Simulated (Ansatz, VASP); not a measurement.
# Zn (Zinc): VASP beside Ansatz, part 2 of 2

Aim: how closely do two programs agree when they are given the same cell, functional and k mesh? The cell is taken from a series of runs on this material, whose earlier steps may have relaxed, scaled, displaced or heated it; both programs get it as it stands.

VASP 6.6.1 and Ansatz 0.2.0.

So far: The starting structure; VASP: relaxation of cell and atoms, PBE with D3(BJ); Ansatz: relaxation of cell and atoms, PBE with D3(BJ); Differences.

### Step 5. VASP: zone-centre phonons, PBE with D3(BJ)

Level of this step: PBE with D3(BJ); plane waves and PAW (Zn) (VASP).

Second derivatives magnify differences that forces hide, and they need a tight electronic threshold.

INCAR reads:

```
SYSTEM = Zn
PREC = Accurate
ENCUT = 500
EDIFF = 1E-08
NELM = 120
ISMEAR = 1
SIGMA = 0.2
LREAL = .FALSE.
ALGO = Normal
GGA = PE
IVDW = 12
NBANDS = 18
LORBIT = 11
LWAVE = .FALSE.
LCHARG = .FALSE.
ISIF = 2
IBRION = 6
NFREE = 2
POTIM = 0.015
NSW = 1
LASPH = .TRUE.
GGA_COMPAT = .FALSE.
KPAR = 2
```

POSCAR reads:

```
Zn
1.0
    2.6062253892      0.0000000000      0.0000000000
   -1.3031126946      2.2570573951      0.0000000000
    0.0000000000      0.0000000000      4.8686881022
Zn
2
Direct
    0.3333333333      0.6666666667      0.2500000000
    0.6666666667      0.3333333333      0.7500000000
```

KPOINTS reads:

```
Automatic mesh
0
Gamma
24 24 10
0 0 0
```

Potentials, in the order of the species: Zn (PBE family, release 64).

On the command line:

```console
$ mpirun -np 2 vasp_std
```

Numbers of over 12 decimals in the logs are rounded to 6 here.

The program printed:

```text
[... set-up lines as in an earlier step ...]
 entering main loop
       N       E                     dE             d eps       ncg     rms          rms(c)
DAV:   1     0.104761320501E+03    0.10476E+03   -0.12304E+04 13688   0.209E+03
DAV:   2     0.163657571580E+01   -0.10312E+03   -0.10036E+03 13254   0.293E+02
DAV:   3    -0.240916254592E+01   -0.40457E+01   -0.40306E+01 14776   0.662E+01
DAV:   4    -0.242978144470E+01   -0.20619E-01   -0.20613E-01 14664   0.482E+00
[...]
DAV:  11    -0.218743847240E+01    0.19956E-06   -0.10744E-07 14812   0.320E-03    0.193E-03
DAV:  12    -0.218743809810E+01    0.37430E-06   -0.35912E-08 14644   0.408E-03    0.126E-04
DAV:  13    -0.218743809368E+01    0.44197E-08   -0.30690E-09  7896   0.459E-04
   1 F= -.30437601E+01 E0= -.30440871E+01  d E =0.981005E-03
[...]
2 F= -.30436737E+01 E0= -.30440010E+01  d E =0.981823E-03
[...]
3 F= -.30436737E+01 E0= -.30440009E+01  d E =0.981822E-03
[...]
4 F= -.30433983E+01 E0= -.30437245E+01  d E =0.978539E-03
[...]
5 F= -.30433983E+01 E0= -.30437245E+01  d E =0.978539E-03
 Finite differences progress:
  Degree of freedom:   2/  2
  Displacement:        2/  2
  Total:               4/  4
```

From OUTCAR (step 5):

```text
 Edisp (eV)   -0.85632

 Edisp (eV)   -0.85632

  Total       0.09326     0.09326     0.04063     0.00000     0.00000     0.00000
  in kB       5.21740     5.21740     2.27271     0.00000     0.00000     0.00000
  external pressure =        4.24 kB  Pullay stress =        0.00 kB

 POSITION                                       TOTAL-FORCE (eV/Angst)
 -----------------------------------------------------------------------------------
     -0.00000      1.50470      1.20217        -0.000000     -0.000000      0.047434
      1.30311      0.75235      3.65152         0.000000      0.000000     -0.047434
 -----------------------------------------------------------------------------------
    total drift:                                0.000000      0.000001     -0.000371

  FREE ENERGIE OF THE ION-ELECTRON SYSTEM (eV)
  ---------------------------------------------------
  free  energy   TOTEN  =        -3.0433983130 eV

  energy  without entropy=       -3.0443768518  energy(sigma->0) =       -3.04372449

[... 1 part as in an earlier step ...]

[... 2 further parts left out ...]
[key lines of the parts left out:]
E-fermi :   3.5304
```

Levels, forces or a CONTCAR printed for this step are those of its last displaced cell, not of the structure at rest.

### Step 6. Ansatz: zone-centre phonons, PBE with D3(BJ)

The same cell, functional, mesh and smearing now go to Ansatz, which takes its cutoff from its data sets.

The cell is taken from a series of runs on this material, whose earlier steps may have relaxed, scaled, displaced or heated it; both programs get it as it stands.

input.yaml reads:

```yaml
crystal:
  lattice:
    - [2.6062253892, 0.0, 0.0]
    - [-1.3031126946, 2.2570573951, 0.0]
    - [0.0, 0.0, 4.8686881022]
  atoms:
    - { symbol: Zn, position: [0.3333333333, 0.6666666667, 0.25] }
    - { symbol: Zn, position: [0.6666666667, 0.3333333333, 0.75] }
kpoints:
  mp_grid: { grid: [24, 24, 10] }
hamiltonian:
  xc: pbe
  dispersion: d3bj
  pseudopotentials: { kind: paw, azcp: { folder: soft_1 } }
scf:
  occupations: { method: methfessel_paxton, width: 0.2 }
output:
  eigenvalues: true
phonons:
  method: dfpt
```

On the command line:

```console
$ ansatz run input.yaml --threads 4 --pin off --max-ram 15360MiB --backend cpu --events-out ev --progress --plain --runs-dir out
```

The program printed:

```text
zone centre: on kpoints.mp_grid the ground state, and the responses unless they are solved on pairs of k-points, stand on 942 of the mesh's 5760 k-points, reduced under 4 symmetry operations, with k and −k counted as one. Each operation leaves every solved displacement unchanged or reverses it
[...]
Crystal: 2 atoms, lattice volume = 28.640 Å³
[...]
pairwise dispersion correction: d3bj (s6 = 1.0, s8 = 0.7875, a1 = 0.4289, a2_bohr = 4.4407), with the weights of each atom's references fixed at the reference crystal's, and the forces and stress that the weights' published response gives there kept as a pressure on the atom's counted neighbours (hamiltonian.dispersion)
  ASR residual per site (eV/Å²): 6.78e-6 6.78e-6
  Γ frequencies (cm⁻¹): 0.00 0.00 0.00 75.35 75.35 159.78
  non-analytic LO–TO correction: not included (Born effective charges unavailable; polar crystals: no LO–TO splitting at Γ)
[key lines of the parts left out:]
SCF converged after 8 iterations
Free energy (F): -6638.896051 eV
Fermi energy:    11.897544 eV
```

### Step 7. Differences

What differs besides the data sets and the points named for the pairs above, as far as they apply: Ansatz takes the dispersion share of the force constants at frozen C6 weights, VASP differentiates the full forces; VASP uses finite displacements, Ansatz perturbation theory. Total energies have different zeros and are not compared.

Both answers:

```csv
quantity,Ansatz,VASP,difference
optical mode 1 to 2 (cm⁻¹),75.3,77.0,-2.10 %
optical mode 3 (cm⁻¹),159.8,162.2,-1.47 %
```

Modes are paired by rising frequency, not by their patterns, so a pair may set unlike modes beside each other; they are those without the splitting of longitudinal modes.

### Step 8. Results

```yaml
difference_in_volume_relaxation_of_cell_and_atoms_pbe_with_d3_bj: -0.44 %
r_m_s_difference_of_the_optical_zone_centre_modes_each_program_s_sorted_by_frequency_zone_centre_phonons_pbe_with_d3_bj: 1.9 cm⁻¹
difference_in_optical_mode_1_to_2_zone_centre_phonons_pbe_with_d3_bj: -2.1 %
```

What this shows: The difference in volume is -0.44 % (relaxation of cell and atoms, PBE with D3(BJ)), within the 1.2 % picked in this series as the mark of a large difference, as far as the stopping tolerances let one tell. Among the rows given in per cent, the largest difference of the zone-centre phonons, PBE with D3(BJ) pair is in optical mode 1 to 2, -2.1 %. How closely two codes agree says nothing of how well the functional describes the real material.

[Lines on the potential files, build, host, timing and source positions are cut from VASP's logs without a mark.]

[Logs are printed without paths, hosts, clocks, repeated set-up lines and the standing remarks that a program may print on its own settings, such as how far it seeks lower states.]

[Hosts, paths, dates, database ids (printed as entryN), source tags and the programs' standing remarks are cut or masked in the printed files.]
